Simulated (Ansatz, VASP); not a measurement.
Two plane-wave programs on Cs2KYI6

INCAR

```
  PREC = Accurate
  ENCUT = 520
  EDIFF = 1E-6
  ISMEAR = 0
  SIGMA = 0.01
  LREAL = F
  LASPH = T
  NELM = 100
  ALGO = Normal
  ISIF = 2
  LWAVE = F
  LCHARG = F
  GGA = CA
  NBANDS = 51
```

Contents of KPOINTS:

```
Automatic mesh
0
Gamma
  2 2 2
```

The input POSCAR:

```
Cs2KYI6
1.0
    9.0659250000      0.0000000000      0.0000000000
    4.5329625000      7.8513213588      0.0000000000
    4.5329625000      2.6171071196      7.4022967654
K Cs Y I
1 2 1 6
Direct
    0.5000000000      0.5000000000      0.5000000000
    0.7500000000      0.7500000000      0.7500000000
    0.2500000000      0.2500000000      0.2500000000
    0.0000000000      0.0000000000      0.0000000000
    0.7639680000      0.2360320000      0.2360320000
    0.2360320000      0.2360320000      0.7639680000
    0.2360320000      0.7639680000      0.7639680000
    0.2360320000      0.7639680000      0.2360320000
    0.7639680000      0.2360320000      0.7639680000
    0.7639680000      0.7639680000      0.2360320000
```

Input for Ansatz:

```yaml
crystal:
  lattice:
    - [9.065925, 0.0, 0.0]
    - [4.532962500000001, 7.851321358804436, 0.0]
    - [4.532962500000001, 2.6171071196014792, 7.402296765447193]
  atoms:
    - { symbol: K, position: [0.4999999999999999, 0.49999999999999994, 0.5] }
    - { symbol: Cs, position: [0.7500000000000001, 0.75, 0.75] }
    - { symbol: Cs, position: [0.24999999999999994, 0.24999999999999997, 0.25] }
    - { symbol: "Y", position: [0.0, 0.0, 0.0] }
    - { symbol: I, position: [0.763968, 0.236032, 0.236032] }
    - { symbol: I, position: [0.236032, 0.236032, 0.763968] }
    - { symbol: I, position: [0.23603200000000002, 0.763968, 0.763968] }
    - { symbol: I, position: [0.236032, 0.763968, 0.236032] }
    - { symbol: I, position: [0.7639680000000002, 0.236032, 0.763968] }
    - { symbol: I, position: [0.763968, 0.763968, 0.236032] }
kpoints:
  mp_grid:
    grid: [2, 2, 2]
hamiltonian:
  xc: lda
  pseudopotentials:
    kind: paw
scf:
  occupations:
    method: fixed
output:
  write_density: true
  write_potential: true
  volumetric_format: npy
  elf: true
  stress: true
  eigenvalues: true
```

The cell comes from a database or a generator and needn't be the stable form of this composition.

Alike in both runs: task single point; functional LDA; k mesh 2 × 2 × 2; no spin polarisation.

```csv
,VASP,Ansatz
version,VASP 6.6.1,Ansatz 0.2.0
potentials or method,"VASP PAW LDA potentials, release 64 (K_sv, Cs_sv, Y_sv, I)","plane waves, PAW"
plane-wave cutoff (eV),520,420
occupations,"gaussian, width 0.01 eV",fixed
valence electrons in the cell,80,140
```

|  | VASP | Ansatz | Ansatz less VASP |
| --- | --- | --- | --- |
| gap on the k mesh at the Fermi level (eV) | 3.14 | 3.15 | +0.013 |
| pressure (GPa) | -1.7 | -1.7 | -0.02 |

The two sets of potentials don't hold the same shells in valence.

Caveats: the k mesh is coarse (spacing up to 0.42 Å⁻¹), so the values aren't converged; spin-orbit coupling is left out, which moves the levels of the heavy elements. LDA gaps usually lie below the measured ones, often by a third to a half. A k mesh can miss the band edges.
